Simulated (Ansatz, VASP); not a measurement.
**Ag3F: VASP beside Ansatz**

INCAR

```
SYSTEM = Ag3F
PREC = Accurate
ENCUT = 600
EDIFF = 1E-7
ISMEAR = 0
SIGMA = 0.1
LREAL = .FALSE.
LASPH = .TRUE.
NELM = 60
ALGO = Normal
ISIF = 3
LWAVE = .FALSE.
LCHARG = .FALSE.
GGA = PE
IBRION = 2
NSW = 90
EDIFFG = -0.04
```

File KPOINTS:

```
Automatic mesh
0
G
  4 4 4
  0 0 0
```

The input POSCAR:

```
Ag3F
1.0
    0.0000000000      3.6475800900      3.6475800900
    3.6475800900      0.0000000000      3.6475800900
    3.6475800900      3.6475800900      0.0000000000
Ag F
3 1
Direct
    0.2500000000      0.2500000000      0.2500000000
    0.7500000000      0.7500000000      0.7500000000
    0.5000000000      0.5000000000      0.5000000000
    0.0000000000      0.0000000000      0.0000000000
```

Input for Ansatz:

```yaml
crystal:
  lattice:
    - [0.0, 3.64758009, 3.64758009]
    - [3.64758009, 0.0, 3.64758009]
    - [3.64758009, 3.64758009, 0.0]
  atoms:
    - { symbol: Ag, position: [0.25, 0.25, 0.25] }
    - { symbol: Ag, position: [0.75, 0.75, 0.75] }
    - { symbol: Ag, position: [0.5, 0.5, 0.5] }
    - { symbol: F, position: [0.0, 0.0, 0.0] }
basis:
  ecutwfc: 420
kpoints:
  mp_grid: { grid: [4, 4, 4] }
hamiltonian:
  xc: pbe
scf:
  occupations: { method: gaussian, width: 0.1 }
  lower_state_search: "off"
output:
  forces: true
  stress: true
  eigenvalues: true
relax:
  adjacent_minimum: "off"
  f_tol: 0.04
  max_steps: 70
  cell: { stress_tol: 0.4 }
```

Change from the starting cell: species swapped into the SrCa3 type (Fm-3m, No. 225).

Alike in both runs: task relaxation of cell and atoms; functional PBE; k mesh 4 × 4 × 4; occupations gaussian, width 0.1 eV; no spin polarisation.

|  | VASP | Ansatz |
| --- | --- | --- |
| version | VASP 6.6.1 | Ansatz 0.2.0 |
| potentials or method | VASP PAW PBE potentials, release 64 (Ag, F) | scalar-relativistic, plane waves, PAW |
| plane-wave cutoff (eV) | 600 | 420 |
| valence electrons in the cell | 40 | 64 |

|  | VASP | Ansatz | Ansatz less VASP |
| --- | --- | --- | --- |
| gap on the k mesh at the Fermi level, each at its own relaxed structure (eV) | none | none | - |
| relaxed volume (Å³/atom) | 16.51 | 16.70 | +0.185 |
| relaxed cell length with the largest relative difference (Å) | 4.537 | 4.554 | +0.0169 |
| energy change over the relaxation (meV/atom) | -365 | -360 | +5.1 |

A gap of «none» marks a metal or a gap that the smearing closes. The two sets of potentials don't hold the same shells in valence.

Caveats: the k mesh is coarse (spacing up to 0.37 Å⁻¹), so the values aren't converged; the volume moved by over 15 % at a fixed basis, so the end points are rough (VASP).
